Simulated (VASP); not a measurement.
Method: PBE GGA, VASP's PBE PAW potentials (set 64) (plane waves; VASP).

Input for VASP

INCAR:
```
ALGO  =  Normal
EDIFF  =  1E-7
ENCUT  =  400
GGA  =  PE
ISIF  =  2
ISMEAR  =  -5
LASPH  =  .True.
LCHARG  =  .True.
LORBIT  =  11
LREAL  =  .False.
LWAVE  =  .False.
NEDOS  =  601
NELM  =  100
PREC  =  Accurate
SYSTEM  =  Al
```

KPOINTS:
```
kpoints
0
G
  17 17 17
0 0 0
```

File POSCAR:
```
Al
2.0177180
  0.0000000000   0.9999998895   0.9999998895
  0.9999998895   0.0000000000   0.9999998895
  0.9999998895   0.9999998895   0.0000000000
Al
1
Cartesian
  0.0000000000   0.0000000000   0.0000000000
```

POTCAR, in this order: Al (PBE.64 set). Program: vasp_std.

What VASP printed:

### OSZICAR
```
       N       E                     dE             d eps       ncg     rms          rms(c)
DAV:   1    -0.229572916776E+01   -0.22957E+01   -0.73559E+02  1910   0.250E+02
DAV:   2    -0.375829544616E+01   -0.14626E+01   -0.14349E+01  2170   0.259E+01
DAV:   3    -0.376929043181E+01   -0.10995E-01   -0.11008E-01  2165   0.256E+00
DAV:   4    -0.376931964384E+01   -0.29212E-04   -0.29159E-04  2255   0.126E-01
DAV:   5    -0.376931980135E+01   -0.15750E-06   -0.15507E-06  2215   0.737E-03    0.132E+00
DAV:   6    -0.375623964096E+01    0.13080E-01   -0.16438E-03  1935   0.303E-01    0.768E-01
DAV:   7    -0.374675575404E+01    0.94839E-02   -0.49761E-03  1955   0.490E-01    0.148E-01
DAV:   8    -0.374675778084E+01   -0.20268E-05   -0.25245E-05  2040   0.536E-02    0.822E-03
DAV:   9    -0.374675852017E+01   -0.73933E-06   -0.11062E-06  2085   0.726E-03    0.120E-03
DAV:  10    -0.374675820612E+01    0.31404E-06   -0.52052E-09  1645   0.782E-04    0.905E-04
DAV:  11    -0.374675813297E+01    0.73151E-07   -0.29796E-10  1045   0.166E-04
   1 F= -.37467581E+01 E0= -.37467581E+01  d E =0.000000E+00
```

File OUTCAR:
```
------------------------ aborting loop because EDIFF is reached ----------------------------------------
  FORCE on cell =-STRESS in cart. coord.  units (eV):
  Direction    XX          YY          ZZ          XY          YZ          ZX
  --------------------------------------------------------------------------------------
  Total       -0.0057991     -0.0057991     -0.0057991      0.0000000      0.0000000     -0.0000000
  in kB       -0.5655369     -0.5655369     -0.5655369      0.0000000      0.0000000     -0.0000000
  external PRESSURE =      -0.5655369 kB  Pullay stress =       0.0000000 kB
  volume of cell :       16.43
      direct lattice vectors                 reciprocal lattice vectors
     0.000000000  2.017717777  2.017717777    -0.247804726  0.247804726  0.247804726
     2.017717777  0.000000000  2.017717777     0.247804726 -0.247804726  0.247804726
     2.017717777  2.017717777  0.000000000     0.247804726  0.247804726 -0.247804726
 POSITION                                       TOTAL-FORCE (eV/Angst)
 -----------------------------------------------------------------------------------
      0.00000      0.00000      0.00000         0.000000     -0.000000      0.000000
 -----------------------------------------------------------------------------------
    total drift:                               -0.000000     -0.000000     -0.000000
  FREE ENERGIE OF THE ION-ELECTRON SYSTEM (eV)
  ---------------------------------------------------
  free  energy   TOTEN  =        -3.7467581330 eV

  energy  without entropy=       -3.7467581330  energy(sigma->0) =       -3.74675813

 total charge

# of ion       s       p       d       tot
------------------------------------------
    1        0.426   0.343   0.000   0.768
```
(Selected blocks of OUTCAR.)

For a metal the tetrahedron method with Blöchl corrections gives inexact stress and forces.

The compound is Al in the fcc structure. It was relaxed first.
